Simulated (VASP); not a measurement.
OSZICAR of a VASP run on Zn$_{32}$PSe$_{31}$:

### OSZICAR
```
       N       E                     dE             d eps       ncg     rms          rms(c)
DAV:   1     0.690264230451E+04    0.69026E+04   -0.21987E+05   688   0.183E+03
DAV:   2     0.131818590879E+04   -0.55845E+04   -0.54255E+04   688   0.506E+02
DAV:   3    -0.404124693050E+02   -0.13586E+04   -0.12648E+04   744   0.200E+02
DAV:   4    -0.197186201664E+03   -0.15677E+03   -0.15426E+03   792   0.678E+01
DAV:   5    -0.201589734405E+03   -0.44035E+01   -0.43775E+01   760   0.109E+01    0.261E+01
RMM:   6    -0.192681297597E+03    0.89084E+01   -0.28662E+01   688   0.117E+01    0.206E+01
RMM:   7    -0.191951002452E+03    0.73030E+00   -0.90740E+00   688   0.593E+00    0.691E+00
RMM:   8    -0.192117289961E+03   -0.16629E+00   -0.21233E+00   691   0.219E+00    0.284E+00
RMM:   9    -0.192063353452E+03    0.53937E-01   -0.42184E-01   688   0.167E+00    0.128E+00
RMM:  10    -0.192055667253E+03    0.76862E-02   -0.90557E-02   695   0.707E-01    0.409E-01
RMM:  11    -0.192057397161E+03   -0.17299E-02   -0.16967E-02   718   0.218E-01    0.218E-01
RMM:  12    -0.192058286811E+03   -0.88965E-03   -0.39093E-03   688   0.133E-01    0.125E-01
RMM:  13    -0.192058228660E+03    0.58152E-04   -0.95423E-04   701   0.539E-02    0.390E-02
RMM:  14    -0.192058236921E+03   -0.82613E-05   -0.29108E-04   690   0.274E-02    0.289E-02
RMM:  15    -0.192058240367E+03   -0.34467E-05   -0.77668E-05   589   0.182E-02
   1 F= -.19205824E+03 E0= -.19202007E+03  d E =-.192058E+03
       N       E                     dE             d eps       ncg     rms          rms(c)
DAV:   1    -0.192131296049E+03   -0.73059E-01   -0.22155E+01   736   0.663E+00    0.624E-01
RMM:   2    -0.192141759864E+03   -0.10464E-01   -0.11445E-01   688   0.634E-01    0.253E-01
RMM:   3    -0.192143126634E+03   -0.13668E-02   -0.15861E-02   691   0.224E-01    0.135E-01
RMM:   4    -0.192143295379E+03   -0.16874E-03   -0.29209E-03   710   0.112E-01    0.108E-01
RMM:   5    -0.192143271258E+03    0.24121E-04   -0.61518E-04   684   0.510E-02    0.405E-02
RMM:   6    -0.192143288572E+03   -0.17314E-04   -0.16819E-04   617   0.222E-02    0.144E-02
RMM:   7    -0.192143287589E+03    0.98242E-06   -0.34725E-05   479   0.116E-02
   2 F= -.19214329E+03 E0= -.19210499E+03  d E =-.850472E-01
       N       E                     dE             d eps       ncg     rms          rms(c)
DAV:   1    -0.192173135756E+03   -0.29847E-01   -0.74379E+01   728   0.121E+01    0.117E+00
RMM:   2    -0.192213635995E+03   -0.40500E-01   -0.43347E-01   688   0.129E+00    0.496E-01
RMM:   3    -0.192217877651E+03   -0.42417E-02   -0.55361E-02   691   0.448E-01    0.259E-01
RMM:   4    -0.192218406143E+03   -0.52849E-03   -0.10430E-02   701   0.218E-01    0.215E-01
RMM:   5    -0.192218328791E+03    0.77352E-04   -0.20540E-03   688   0.865E-02    0.737E-02
RMM:   6    -0.192218377370E+03   -0.48579E-04   -0.55259E-04   679   0.437E-02    0.328E-02
RMM:   7    -0.192218375780E+03    0.15903E-05   -0.12298E-04   583   0.214E-02    0.176E-02
RMM:   8    -0.192218375391E+03    0.38896E-06   -0.69072E-05   533   0.124E-02
   3 F= -.19221838E+03 E0= -.19217992E+03  d E =-.160135E+00
       N       E                     dE             d eps       ncg     rms          rms(c)
DAV:   1    -0.192218936924E+03   -0.56114E-03   -0.30573E+00   752   0.238E+00    0.233E-01
RMM:   2    -0.192220285049E+03   -0.13481E-02   -0.14112E-02   688   0.212E-01    0.989E-02
RMM:   3    -0.192220458091E+03   -0.17304E-03   -0.20134E-03   691   0.770E-02    0.513E-02
RMM:   4    -0.192220476501E+03   -0.18410E-04   -0.35986E-04   677   0.393E-02    0.404E-02
RMM:   5    -0.192220475269E+03    0.12318E-05   -0.88449E-05   559   0.186E-02
   4 F= -.19222048E+03 E0= -.19218200E+03  d E =-.162235E+00
       N       E                     dE             d eps       ncg     rms          rms(c)
DAV:   1    -0.192232183601E+03   -0.11707E-01   -0.58181E+00   704   0.369E+00    0.518E-01
RMM:   2    -0.192238938041E+03   -0.67544E-02   -0.75719E-02   688   0.446E-01    0.176E-01
RMM:   3    -0.192239713847E+03   -0.77581E-03   -0.93591E-03   688   0.174E-01    0.130E-01
RMM:   4    -0.192239752276E+03   -0.38429E-04   -0.14725E-03   700   0.813E-02    0.929E-02
RMM:   5    -0.192239733542E+03    0.18734E-04   -0.39883E-04   688   0.416E-02    0.278E-02
RMM:   6    -0.192239743411E+03   -0.98690E-05   -0.84282E-05   576   0.157E-02
   5 F= -.19223974E+03 E0= -.19220120E+03  d E =-.192681E-01
       N       E                     dE             d eps       ncg     rms          rms(c)
DAV:   1    -0.192240517931E+03   -0.78439E-03   -0.23053E+00   712   0.232E+00    0.329E-01
RMM:   2    -0.192243268181E+03   -0.27502E-02   -0.30798E-02   688   0.285E-01    0.113E-01
RMM:   3    -0.192243588457E+03   -0.32028E-03   -0.38354E-03   688   0.111E-01    0.852E-02
RMM:   4    -0.192243605781E+03   -0.17324E-04   -0.61405E-04   701   0.526E-02    0.610E-02
RMM:   5    -0.192243597813E+03    0.79684E-05   -0.16746E-04   661   0.269E-02    0.180E-02
RMM:   6    -0.192243602069E+03   -0.42565E-05   -0.35529E-05   483   0.102E-02
   6 F= -.19224360E+03 E0= -.19220504E+03  d E =-.231268E-01
       N       E                     dE             d eps       ncg     rms          rms(c)
DAV:   1    -0.192245834614E+03   -0.22368E-02   -0.14614E+00   728   0.208E+00    0.231E-01
RMM:   2    -0.192247246841E+03   -0.14122E-02   -0.16162E-02   688   0.225E-01    0.783E-02
RMM:   3    -0.192247417900E+03   -0.17106E-03   -0.21175E-03   691   0.845E-02    0.555E-02
RMM:   4    -0.192247427672E+03   -0.97718E-05   -0.34732E-04   703   0.401E-02    0.435E-02
RMM:   5    -0.192247419742E+03    0.79295E-05   -0.86541E-05   602   0.193E-02
   7 F= -.19224742E+03 E0= -.19220886E+03  d E =-.381767E-02
       N       E                     dE             d eps       ncg     rms          rms(c)
DAV:   1    -0.192247574170E+03   -0.14650E-03   -0.27927E-01   728   0.907E-01    0.104E-01
RMM:   2    -0.192247841840E+03   -0.26767E-03   -0.31307E-03   688   0.984E-02    0.374E-02
RMM:   3    -0.192247878034E+03   -0.36194E-04   -0.42602E-04   691   0.373E-02    0.250E-02
RMM:   4    -0.192247880675E+03   -0.26407E-05   -0.70605E-05   571   0.178E-02
   8 F= -.19224788E+03 E0= -.19220932E+03  d E =-.427861E-02
       N       E                     dE             d eps       ncg     rms          rms(c)
DAV:   1    -0.192248405948E+03   -0.52791E-03   -0.33899E-01   704   0.102E+00    0.850E-02
RMM:   2    -0.192248612497E+03   -0.20655E-03   -0.23675E-03   688   0.957E-02    0.350E-02
RMM:   3    -0.192248640657E+03   -0.28160E-04   -0.36360E-04   689   0.367E-02    0.238E-02
RMM:   4    -0.192248643452E+03   -0.27943E-05   -0.64905E-05   557   0.177E-02
   9 F= -.19224864E+03 E0= -.19221008E+03  d E =-.762777E-03
```

Which electronic solver shows in the log?

It is blocked Davidson (ALGO = Normal, or the opening steps of other solvers) and then RMM-DIIS (ALGO = Fast or VeryFast). The INCAR had ALGO = Fast.

Can the final energy be trusted as converged?

Self-consistency was reached. It stopped with EDIFF = 1E-5, NELM = 100, NSW = 60 and EDIFFG = -0.03 after 9 ionic steps (PBE GGA, plane waves, VASP's PBE PAW potentials (set 64)). The cell is charged, with a uniform compensating background. The supercell is sampled at Γ alone, which is coarse: total energies, pressure and levels can be off, energies of defects by several tenths of an eV.

The cell is a supercell with a defect, built from ZnSe (zinc blende): P_Se, charge +1. The run is not spin-polarised, so no state with unpaired spins was tried.
